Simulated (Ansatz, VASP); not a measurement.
## Cross-check of LaTe between VASP and Ansatz

One calculation is typed for both programs; each brings its own data sets. How far apart do they land? The cell is taken from a series of runs on this material, whose earlier steps may have relaxed, scaled, displaced or heated it; both programs get it as it stands.

Program: Ansatz 0.2.0. Level of theory: plane waves, with VASP 6.6.1 beside it; relaxation of cell and atoms at PBEsol and zone-centre phonons at PBEsol. Results are calculated unless marked as measured.

## (1) Starting point

Symmetry: Fm-3m, No. 225, cubic system. Conventional cell: a = 6.392 Å, b = 6.392 Å, c = 6.392 Å, α = 90.00°, β = 90.00°, γ = 90.00°. Nearest to La lie 6 Te at 3.20 Å. Te has 6 La at 3.20 Å nearest. Farther neighbours and most contacts between anions are not listed.

## (2) Ansatz: relaxation of cell and atoms, PBEsol

Ansatz runs on its PAW soft_1 files.

The relaxed volume is the usual yardstick between codes: in a stiff, nearly cubic crystal its relative difference is about their pressure difference at one cell divided by the bulk modulus.

Input file input.yaml:

```yaml
crystal:
  lattice:
    - [0.0, 3.1957556595, 3.1957556595]
    - [3.1957556595, 0.0, 3.1957556595]
    - [3.1957556595, 3.1957556595, 0.0]
  atoms:
    - { symbol: La, position: [0.0, 0.0, 0.0] }
    - { symbol: Te, position: [0.5, 0.5, 0.5] }
kpoints:
  mp_grid: { grid: [12, 12, 12] }
hamiltonian:
  xc: pbesol
  pseudopotentials: { kind: paw, azcp: { folder: soft_1 }, xc_functional: pbe }
scf:
  occupations: { method: methfessel_paxton, width: 0.2 }
output:
  forces: true
  stress: true
  eigenvalues: true
relax:
  adjacent_minimum: "off"
  f_tol: 0.001
  max_steps: 60
  cell: { stress_tol: 0.01 }
```

Run with:

```
> ansatz run input.yaml --threads 4 --pin off --max-ram 10240MiB --backend cpu --events-out ev --progress --plain --runs-dir out
```

Numbers of over 12 decimals in the logs are rounded to 6 here.

Log:

```text
Engine: ansatz 0.2.0, aarch64-unknown-linux-gnu
Pseudopotentials: kind: paw
Pseudopotential: La, paw, valence charge 11, recommended cutoff 420 eV (normal), soft_1/La.paw.azcp
Pseudopotential: Te, paw, valence charge 16, recommended cutoff 420 eV (normal), soft_1/Te.paw.azcp
Functional definition: PBEsol
  exchange = pbesol_x
  correlation = pbesol_c
Crystal: 2 atoms, lattice volume = 65.276 Å³
Basis set: ecut = 420 eV, 1243 PW (Γ), exchange–correlation on 64×64×64 points (8 copies of the dense FFT grid, shifted against one another)
Bands: 18, of which v1, the nominal top of the filled ones, is band 14 counted from 1 (13 counted from 0)
Symmetry: 48 space group operations
Space group: Fm-3m (ITA 225), of the structure as read, at distance tolerance 4.0e-5 Å
k-points: 72 of 1728
Non-local potential: La, projectors of the file, l = 0: 3, l = 1: 2, l = 2: 2, l = 3: 3
Non-local potential: Te, projectors of the file, l = 0: 2, l = 1: 2, l = 2: 2, l = 3: 1
PAW form: soft (Blöchl's): semilocal exchange-correlation on the pseudo side does not see the compensation charge
PAW frozen core: La, regenerated for the run's functional, and the local potential with it (the file was generated under x = pbe(κ = 0.804, μ = 0.219515), c = pbe(β = 0.066725))
PAW frozen core: Te, regenerated for the run's functional, and the local potential with it (the file was generated under x = pbe(κ = 0.804, μ = 0.219515), c = pbe(β = 0.066725))
PAW one-centre angular grid: La, 590 points (default); XC on 64 Gauss nodes
PAW one-centre angular grid: Te, 590 points (default); XC on 64 Gauss nodes
Initial density: superposition of atomic densities (chi_scale 0.1, normalization cell, long waves kept (reshape's long-wave potential 0.00 eV rms))
Initial wavefunctions: pseudopotential atomic-orbital guess
Functional: x = pbesol(κ = 0.804, μ = 0.123457), c = pbesol(β = 0.046)
SCF iter   1: F=—  HF=-13066.972743 eV  |F-HF|=—  |Δ(HF+E_count)|=         —  Δρ=4.06e-2  dr2=2.56e0  ethr=3.10e-3  ⟨swp⟩=4.9  Hψ=5333  notcnv=0
preconditioner: auto → Kerker (q_TF=auto, 2.355 Å⁻¹)  [metal: Δε(μ)=0.078 eV  Ē_g=4.846 eV  σ=0.200 eV  W_gap=0.31  n_scr=14 (ndim 8)  ℏωp=13.8 eV  f_vac=0.000  D(μ)=2.12/eV (n_scr^D=14)]
SCF iter   2: F=—  HF=-13066.361326 eV  |F-HF|=—  |Δ(HF+E_count)|=   6.11e-1  S|Δr|=    0.00e0  Δρ=1.77e-2  dr2=3.18e-1  ethr=3.10e-3  ⟨swp⟩=3.1  Hψ=3242  notcnv=0  defer=2
SCF iter   3: F=—  HF=-13066.289714 eV  |F-HF|=—  |Δ(HF+E_count)|=   7.16e-2  S|Δr|=    0.00e0  Δρ=7.48e-3  dr2=4.85e-2  ethr=1.18e-3  ⟨swp⟩=2.1  Hψ=1884  notcnv=0
SCF iter   4: F=—  HF=-13066.278509 eV  |F-HF|=—  |Δ(HF+E_count)|=   1.12e-2  S|Δr|=    0.00e0  Δρ=1.37e-3  dr2=1.92e-3  ethr=1.79e-4  ⟨swp⟩=2.0  Hψ=1982  notcnv=0
SCF iter   5: F=—  HF=-13066.278591 eV  |F-HF|=—  |Δ(HF+E_count)|=   8.14e-5  S|Δr|=    0.00e0  Δρ=6.12e-4  dr2=5.19e-4  ethr=7.13e-6  ⟨swp⟩=2.7  Hψ=2459  notcnv=0
SCF iter   6: F=—  HF=-13066.278467 eV  |F-HF|=—  |Δ(HF+E_count)|=   1.24e-4  S|Δr|=    0.00e0  Δρ=1.34e-4  dr2=1.22e-5  ethr=1.92e-6  ⟨swp⟩=3.0  Hψ=2136  notcnv=0
SCF iter   7: F=—  HF=-13066.278472 eV  |F-HF|=—  |Δ(HF+E_count)|=   4.87e-6  S|Δr|=    0.00e0  Δρ=3.87e-5  dr2=9.87e-7  ethr=4.51e-8  ⟨swp⟩=2.4  Hψ=2095  notcnv=0
SCF iter   8: F=-13066.278472 eV  HF=-13066.278472 eV  |F-HF|=4.78e-8  |Δ(HF+E_count)|=   9.57e-9  S|Δr|=    0.00e0  Δρ=9.09e-6  dr2=6.47e-8  ethr=3.70e-10  ⟨swp⟩=8.6  Hψ=8226  notcnv=0
SCF 1 converged in 8 iterations: F = -13066.278472 eV  dr2 = 6.47e-8
  greatest PAW one-centre occupation: 0.998 electrons in one spin orbital (limit 2), on the Te atom at site 1 (counted from 0), in its partial waves of l = 2
relax step   1: F+E_penalty+E_count = -13066.27847193 eV  Δ(F+E_penalty+E_count) = +0.000e0 eV  max|allowed force component| = 4.365e-29 eV/Å  Δτ_max = 0.0000 Å  P = -0.052 GPa  Ω = 65.276 Å³  (8 SCF iters, dr2 threshold 1.00e-7 eV, accepted)
[...]
relax step   2: F+E_penalty+E_count = -13066.27848572 eV  Δ(F+E_penalty+E_count) = -1.379e-5 eV  max|allowed force component| = 5.785e-29 eV/Å  Δτ_max = 0.0000 Å  P = +0.043 GPa  Ω = 65.174 Å³  energy of the carried Pulay correction = +1.080e-5 eV  (5 SCF iters, dr2 threshold 6.87e-9 eV, accepted)
[...]
relax step   3: F+E_penalty+E_count = -13066.27848699 eV  Δ(F+E_penalty+E_count) = -1.272e-6 eV  max|allowed force component| = 8.546e-31 eV/Å  Δτ_max = 0.0000 Å  P = -0.000 GPa  Ω = 65.220 Å³  energy of the carried Pulay correction = +5.916e-6 eV  (4 SCF iters, dr2 threshold 4.69e-9 eV, accepted)
[...]
relax step   4: F+E_penalty+E_count = -13066.27848064 eV  Δ(F+E_penalty+E_count) = +6.354e-6 eV  max|allowed force component| = 1.032e-29 eV/Å  Δτ_max = 0.0000 Å  P = -0.000 GPa  Ω = 65.220 Å³  stress off target by 1.15e-4 GPa  SCF on the basis re-selected at this cell (its energy is not comparable with the rows above)  (6 SCF iters)
basis re-selected at this cell: Δ(F+E_penalty+E_count) = +6.354e-6 eV, ΔP = +0.000 GPa vs the last step (what re-selecting the basis moved, of the pressure what is left beyond the Pulay correction that the steps carried, after the strain that the cell walked since its last selection, with what the two solves' SCF thresholds leave and, on support functions, any second-order correction that the steps lacked; it is no m [...]
SCF converged after 6 iterations
Stability not checked: this state was not tested for a lower state beside it, because cold or Methfessel-Paxton smearing, or corrected tetrahedra, fill the levels in a way that the test cannot read (fill_not_monotonic; see scf.lower_state_search)
Free energy (F): -13066.278481 eV
Harris-Foulkes:  -13066.278481 eV  (|F-HF|=5.46e-12)
Internal energy: -13066.280337 eV  (E = F + TS)
E sigma→0 (E₀):  -13066.278945 eV
Entropy (-TS):   0.001856 eV (0.928 meV/atom)
Fermi energy:    11.624632 eV
--- Per-component energies (eV) ---
  E_band       = -275.250356
  E_kinetic    = 359.773319
  E_local      = -1962.710647  (includes V_loc(G=0)·N_el)
  E_nonlocal   = 160.077803
  E_hartree    = 945.948813
  E_xc         = -263.620119
  E_vxc        = -247.106963  (∫ρ·V_xc dr)
  E_paw        = -9926.434194  (= ΣΔE_a)
  E_vpaw       = -477.181565  (= ΣTr[D̂ρ^β])
  E_aug_tail   = 0.000082  (compensation charges beyond the density's cutoff)
  E_ewald      = -2379.859240
  E_core_change = 0.543847  (= ΣΔE_core)
  E_smearing   = 0.001856  (= −TS)
  E_closure    = -0.000000  (closes the sum)
  Σ components = -13066.278481   (vs F -13066.278481, Δ=0.00e0)
--- Forces (eV/Å), atoms counted from 1 ---
  atom   1  La    -0.00000000     0.00000000    -0.00000000
  atom   2  Te     0.00000000     0.00000000     0.00000000
  max |Σ_I F_I| component: 1.93e-29 eV/Å
--- Stress (GPa, compression-positive) ---
       -0.000115      -0.000000      -0.000000
       -0.000000      -0.000115      -0.000000
       -0.000000       0.000000      -0.000115
  P = ⅓ Tr σ = -0.0001 GPa (-0.001 kbar)
--- Band table (eV; the first three rows and the last of 72) ---
  k-point 0: bands = [... 10 lower, 9.3501, 9.3501, 9.3501, 11.6044, 11.6044, 11.6044, 12.3023, 12.3023]
  k-point 1: bands = [... 10 lower, 9.0134, 9.1607, 9.1607, 11.6229, 11.6959, 11.6959, 12.4837, 12.4837]
  k-point 2: bands = [... 10 lower, 8.2976, 8.7521, 8.7521, 11.6592, 11.9316, 11.9316, 12.7851, 12.7851]
  k-point 71: bands = [... 10 lower, 7.5860, 8.1392, 8.1392, 12.0951, 12.0951, 12.9603, 12.9603, 13.0084]
--- Relaxed structure (3 steps of the walk, 3 accepted, 1 SCFs on fresh bases) ---
  F+E_penalty+E_count = -13066.27848064 eV   max|allowed force component| = 1.032e-29 eV/Å   (the final SCF, on the basis selected at the relaxed cell)
  cell:  # Å, volume = 65.2202 Å³
    - [0, 3.194852, 3.194852]
    - [3.194852, 0, 3.194852]
    - [3.194852, 3.194852, 0]
  atoms:
    - { symbol: La, position: [0, 0, 0] }
    - { symbol: Te, position: [0.5, 0.5, 0.5] }
```

Reading the cycles: dr2 is the Hartree energy of the density residual (eV), the measure of convergence; HF is the Harris–Foulkes estimate of the energy, which meets the free energy F at convergence.

## (3) VASP: relaxation of cell and atoms, PBEsol

The same cell, functional, mesh and smearing now go to VASP, with its own data sets.

Lines of VASP's logs that name or quote its potential files are left out, and so is its time.

Input file INCAR:

```
SYSTEM = LaTe
PREC = Accurate
ENCUT = 500
EDIFF = 1E-07
NELM = 200
ISMEAR = 1
SIGMA = 0.2
LREAL = .FALSE.
ALGO = Normal
GGA = PS
NBANDS = 14
LASPH = .TRUE.
LORBIT = 11
LWAVE = .FALSE.
LCHARG = .FALSE.
ISIF = 3
IBRION = 2
NSW = 80
EDIFFG = -0.005
GGA_COMPAT = .FALSE.
NELMIN = 4
LMAXMIX = 6
KPAR = 2
```

Input file POSCAR:

```
LaTe
1.0
    0.0000000000      3.1957560000      3.1957560000
    3.1957560000      0.0000000000      3.1957560000
    3.1957560000      3.1957560000      0.0000000000
La Te
1 1
Direct
    0.0000000000      0.0000000000      0.0000000000
    0.5000000000      0.5000000000      0.5000000000
```

Input file KPOINTS:

```
Automatic mesh
0
Gamma
12 12 12
0 0 0
```

PAW data sets: La and Te (PBE family, release 64).

Run with:

```
> mpirun -np 2 vasp_std
```

Log:

```text
[banner, memory and clock lines left out]
running    2 mpi-ranks, on    1 nodes
 distrk:  each k-point on    1 cores,    2 groups
 distr:  one band on    1 cores,    1 groups

 POSCAR found type information on POSCAR LaTe
 POSCAR found :  2 types and       2 ions
|                                                                             |
|               ----> ADVICE to this user running VASP <----                  |
|                                                                             |
|     You enforced a specific xc type in the INCAR file but a different       |
|     [... a line on the potential file left out ...]
|     I HOPE YOU KNOW WHAT YOU ARE DOING!                                     |
|                                                                             |

 LDA part: xc-table for (Slater+PW92), standard interpolation
 POSCAR, INCAR and KPOINTS ok, starting setup
 FFT: planning ... GRIDC
 FFT: planning ... GRID_SOFT
 FFT: planning ... GRID
 WAVECAR not read
 entering main loop
       N       E                     dE             d eps       ncg     rms          rms(c)
DAV:   1     0.143583261962E+03    0.14358E+03   -0.56368E+03  2016   0.138E+03
DAV:   2     0.369459145549E+01   -0.13989E+03   -0.13329E+03  2656   0.216E+02
DAV:   3    -0.109597068158E+02   -0.14654E+02   -0.14319E+02  2774   0.107E+02
DAV:   4    -0.120911469667E+02   -0.11314E+01   -0.10277E+01  3800   0.213E+01
DAV:   5    -0.121297317382E+02   -0.38585E-01   -0.38106E-01  2910   0.404E+00    0.364E+00
DAV:   6    -0.120834851484E+02    0.46247E-01   -0.12582E-01  3400   0.360E+00    0.233E+00
DAV:   7    -0.120719353234E+02    0.11550E-01   -0.32759E-02  3124   0.153E+00    0.605E-01
DAV:   8    -0.120735683075E+02   -0.16330E-02   -0.96389E-03  3536   0.713E-01    0.164E-01
DAV:   9    -0.120744527773E+02   -0.88447E-03   -0.38527E-03  2888   0.423E-01    0.882E-02
DAV:  10    -0.120745475079E+02   -0.94731E-04   -0.55763E-04  3696   0.191E-01    0.580E-02
DAV:  11    -0.120747322877E+02   -0.18478E-03   -0.13085E-03  2774   0.254E-01    0.179E-02
DAV:  12    -0.120747325103E+02   -0.22257E-06   -0.13880E-04  3808   0.134E-01    0.187E-02
DAV:  13    -0.120747422464E+02   -0.97362E-05   -0.74056E-05  2814   0.608E-02    0.469E-03
DAV:  14    -0.120747423373E+02   -0.90847E-07   -0.70666E-06  3586   0.277E-02    0.347E-03
DAV:  15    -0.120747423451E+02   -0.78367E-08   -0.33400E-07  3038   0.379E-03
   1 F= -.12074742E+02 E0= -.12075356E+02  d E =-.120747E+02
 curvature:   0.00 expect dE= 0.000E+00 dE for cont linesearch  0.000E+00
 trial: gam= 0.00000 g(F)=  0.855E-61 g(S)=  0.914E-04 ort = 0.000E+00 (trialstep = 0.100E+01)
 search vector abs. value=  0.914E-04
 bond charge predicted
       N       E                     dE             d eps       ncg     rms          rms(c)
DAV:   1    -0.120753336606E+02   -0.59132E-03   -0.16536E-02  2802   0.118E+00    0.123E-01
DAV:   2    -0.120748459458E+02    0.48771E-03   -0.17433E-03  3442   0.560E-01    0.530E-02
DAV:   3    -0.120747463407E+02    0.99605E-04   -0.40957E-04  3332   0.175E-01    0.975E-03
DAV:   4    -0.120747452166E+02    0.11241E-05   -0.30753E-05  3762   0.417E-02    0.922E-03
DAV:   5    -0.120747463199E+02   -0.11033E-05   -0.30255E-06  3506   0.119E-02    0.495E-03
DAV:   6    -0.120747476074E+02   -0.12875E-05   -0.20453E-06  3796   0.124E-02    0.164E-03
DAV:   7    -0.120747475361E+02    0.71312E-07   -0.75263E-08  2128   0.229E-03
   2 F= -.12074748E+02 E0= -.12075362E+02  d E =-.519099E-05
 trial-energy change:   -0.000005  1 .order   -0.000006   -0.000091    0.000079
 step:   0.5274(harm=  0.5367)  dis= 0.00000  next Energy=   -12.074766 (dE=-0.240E-04)
 bond charge predicted
       N       E                     dE             d eps       ncg     rms          rms(c)
DAV:   1    -0.120748981660E+02   -0.15056E-03   -0.37063E-03  2802   0.558E-01    0.583E-02
DAV:   2    -0.120747900144E+02    0.10815E-03   -0.40747E-04  3472   0.268E-01    0.247E-02
DAV:   3    -0.120747679102E+02    0.22104E-04   -0.84803E-05  3364   0.786E-02    0.442E-03
DAV:   4    -0.120747667020E+02    0.12082E-05   -0.66864E-06  3696   0.176E-02    0.452E-03
DAV:   5    -0.120747662830E+02    0.41900E-06   -0.66788E-07  3330   0.539E-03    0.210E-03
DAV:   6    -0.120747659276E+02    0.35542E-06   -0.38604E-07  3264   0.570E-03    0.715E-04
DAV:   7    -0.120747659590E+02   -0.31401E-07   -0.25567E-08  1956   0.174E-03
   3 F= -.12074766E+02 E0= -.12075380E+02  d E =-.236139E-04
 curvature:  -0.27 expect dE=-0.375E-08 dE for cont linesearch -0.375E-08
 trial: gam= 0.00000 g(F)=  0.587E-63 g(S)=  0.140E-07 ort =-0.113E-05 (trialstep = 0.905E+00)
 search vector abs. value=  0.141E-07
 reached required accuracy - stopping structural energy minimisation
```

OUTCAR, selected parts (step 3):

```text
ion  position               nearest neighbor table
   1  0.000  0.000  0.000-   2 3.20   2 3.20   2 3.20   2 3.20   2 3.20   2 3.20
   2  0.500  0.500  0.500-   1 3.20   1 3.20   1 3.20   1 3.20   1 3.20   1 3.20

  LATTYP: Found a face centered cubic cell.
 ALAT       =     6.3915120000

 Subroutine GETGRP returns: Found 48 space group operations
 (whereof 48 operations were pure point group operations)

The static configuration has the point symmetry O_h .

 Found     72 irreducible k-points:

   k-points           NKPTS =     72   k-points in BZ     NKDIM =     72   number of bands    NBANDS=     14

   dimension x,y,z NGX =    36 NGY =   36 NGZ =   36
   dimension x,y,z NGXF=    72 NGYF=   72 NGZF=   72

   ENCUT  =  500.0 eV  36.75 Ry    6.06 a.u.   8.24  8.24  8.24*2*pi/ulx,y,z

   NELECT =      17.0000    total number of electrons

 k-points in reciprocal lattice and weights: Automatic mesh
   0.00000000  0.00000000  0.00000000       0.001
   0.08333333  0.00000000  0.00000000       0.005
   0.16666667  0.00000000  0.00000000       0.005
   0.25000000  0.00000000  0.00000000       0.005
   0.33333333  0.00000000  0.00000000       0.005
   0.41666667  0.00000000  0.00000000       0.005
   0.50000000  0.00000000  0.00000000       0.002
   0.08333333  0.08333333  0.00000000       0.003
   0.16666667  0.08333333  0.00000000       0.014
[...]
-0.33333333  0.50000000  0.16666667       0.007
  -0.25000000  0.50000000  0.25000000       0.003

 average (electrostatic) potential at core
       1 -96.2108       2 -86.3490

 E-fermi :   8.4311

 k-point     1 :       0.0000    0.0000    0.0000
  band No.  band energies     occupation
    ...
      7       6.1617      2.00000
      8       6.1617      2.00000
      9       8.3919      1.32500
     10       8.3919      1.32500
     11       8.3919      1.32500
     12       9.0882     -0.00003
     13       9.0882     -0.00003
     14       9.5981     -0.00000

 k-point     2 :       0.0833    0.0000    0.0000
  band No.  band energies     occupation
    ...
      7       5.9693      2.00000
      8       5.9693      2.00000
      9       8.4177      1.11263
     10       8.4853      0.55928
     11       8.4853      0.55928
     12       9.2859     -0.00000
     13       9.2859     -0.00000
     14       9.6785     -0.00000

 k-point     3 :       0.1667    0.0000    0.0000
  band No.  band energies     occupation
    ...
      5      -3.6374      2.00000
      6       5.1033      2.00000
      7       5.5563      2.00000
      8       5.5563      2.00000
      9       8.4643      0.72282
     10       8.7266     -0.05729
     11       8.7266     -0.05729
     12       9.6363     -0.00000
     13       9.6363     -0.00000
     14       9.8320     -0.00000

  Total        0.0004397      0.0004397      0.0004397      0.0000000      0.0000000      0.0000000
  in kB        0.0108073      0.0108073      0.0108073      0.0000000      0.0000000      0.0000000
  external PRESSURE =       0.0108073 kB  Pullay stress =       0.0000000 kB

  energy-cutoff  :      500.00
  volume of cell :       65.19
      direct lattice vectors                 reciprocal lattice vectors
     0.000000000  3.194311019  3.194311019    -0.156528277  0.156528277  0.156528277
     3.194311019  0.000000000  3.194311019     0.156528277 -0.156528277  0.156528277
     3.194311019  3.194311019  0.000000000     0.156528277  0.156528277 -0.156528277

 POSITION                                       TOTAL-FORCE (eV/Angst)
 -----------------------------------------------------------------------------------
      0.00000      0.00000      0.00000        -0.000000      0.000000     -0.000000
      3.19431      3.19431      3.19431         0.000000     -0.000000      0.000000
 -----------------------------------------------------------------------------------
    total drift:                                0.000000      0.000000      0.000000

  FREE ENERGIE OF THE ION-ELECTRON SYSTEM (eV)
  ---------------------------------------------------
  free  energy   TOTEN  =       -12.0747659590 eV

  energy  without entropy=      -12.0766075837  energy(sigma->0) =      -12.07537983

 reached required accuracy - stopping structural energy minimisation

 total charge
# of ion       s       p       d       f       tot
--------------------------------------------------
    1        2.019   5.620   0.743   0.161   8.543
    2        1.343   2.123   0.038   0.000   3.504
--------------------------------------------------
tot          3.362   7.743   0.781   0.161  12.047

[... 3 further parts left out ...]
```

CONTCAR:

```
LaTe
   1.00000000000000
     0.0000000000000000    3.1943110192375817    3.1943110192375817
     3.1943110192375817    0.0000000000000000    3.1943110192375817
     3.1943110192375817    3.1943110192375817    0.0000000000000000
  La              Te
     1     1
Direct
     0.0000000000000000    0.0000000000000000    0.0000000000000000
     0.5000000000000000    0.5000000000000000    0.5000000000000000
```

This run has no spin polarisation. Its electron count is odd, so without a moment it is a metal by construction.

## (4) Side by side

Known differences besides the potentials themselves: the data sets hold 27 valence electrons in Ansatz (on its PAW soft_1 files) and 17 in VASP; the cutoff is 420 eV in Ansatz and 500 eV in VASP; Ansatz makes its cores anew for this functional, VASP keeps those of its PBE data sets; Ansatz adds a Pulay correction to the stress that steers its cell, VASP none. Total energies have different zeros and are not compared.

Both answers:

```csv
quantity,Ansatz,VASP,difference
volume (Å³),65.22,65.19,+0.05 %
"edge a after relaxation, in the typed setting (Å)",4.518,4.517,+0.02 %
```

(Continued in part 2 of 2.)

[Lines on the potential files, build, host, timing and source positions are cut from VASP's logs without a mark.]

[Logs are printed without paths, hosts, clocks, repeated set-up lines and the standing remarks that a program may print on its own settings, such as how far it seeks lower states.]

[Hosts, paths, dates, database ids (printed as entryN), source tags and the programs' standing remarks are cut or masked in the printed files.]
